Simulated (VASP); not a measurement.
Input:

```
PbS
1.0
    0.00000     3.00284     3.00284
    3.00284     0.00000     3.00284
    3.00284     3.00284     0.00000
Pb S
1 1
Direct
  0.00000   0.00000   0.00000
  0.50000   0.50000   0.50000
```

These are PBE GGA, VASP's PBE PAW potentials (set 64) (plane waves; VASP) values and carry that method's errors. Settings: PREC = Normal, EDIFF = 1E-5, 400 eV cut-off, 9×9×9 Γ-centred mesh, Gaussian smearing of 0.050 eV, potentials Pb_d S.

**Question.** Predict the energy per atom (σ→0).

**Answer.** 
```
Property                        Value
---------------------  --------------
energy per atom (σ→0)  -4.385 eV/atom
```

The compound is PbS in the rock salt structure. It was relaxed first.
